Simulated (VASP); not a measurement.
Input for VASP

INCAR:
```
ALGO  =  Normal
EDIFF  =  1E-7
ENCUT  =  400
ISIF  =  2
ISMEAR  =  -5
LASPH  =  .True.
LCHARG  =  .True.
LMAXMIX  =  6
LORBIT  =  11
LREAL  =  .False.
LWAVE  =  .False.
NEDOS  =  601
NELM  =  100
PREC  =  Accurate
SYSTEM  =  CeS
```

File KPOINTS:
```
Automatic
0
gamma
 13 13 13
0 0 0
```

File POSCAR:
```
CeS
1
   -0.0000000000     2.7826757305     2.7826757305
    2.7826757305     0.0000000000     2.7826757305
    2.7826757305     2.7826757305     0.0000000000
Ce S
1 1
Direct
  0.0000000000   0.0000000000   0.0000000000
  0.5000000000   0.5000000000   0.5000000000
```

POTCAR, in this order: Ce S (LDA.64 set). Program: vasp_std.

### Question
Translate this LDA calculation to Ansatz.

### Answer
One equivalent input (not run):
Ansatz 0.2 input:
```yaml
crystal:
  lattice:
    - [0.0000000, 2.7826757, 2.7826757]
    - [2.7826757, 0.0000000, 2.7826757]
    - [2.7826757, 2.7826757, 0.0000000]
  atoms:
    - { symbol: Ce, position: [0.0000000, 0.0000000, 0.0000000] }
    - { symbol: S, position: [0.5000000, 0.5000000, 0.5000000] }
kpoints:
  mp_grid: { grid: [13, 13, 13] }
hamiltonian:
  xc: lda
  pseudopotentials: { kind: paw }
scf:
  occupations: { method: tetrahedron }
  max_iter: 100
output: { forces: true, stress: true, eigenvalues: true }
```
What does not carry over: each code has its own PAW files, so the cut-off isn't converted (ENCUT is set for VASP's; basis.ecutwfc is left out, and Ansatz then takes the one that its files recommend); Ansatz stops its SCF on the density residual and VASP on the energy change (EDIFF); Ansatz's lda is the Perdew-Wang form, while the LDA potentials of VASP carry Perdew-Zunger's.

The structure comes from a computed database's CeS entry (Fm-3m); how it stands against other phases isn't given here. It was relaxed first, which changed the volume by -6 %.
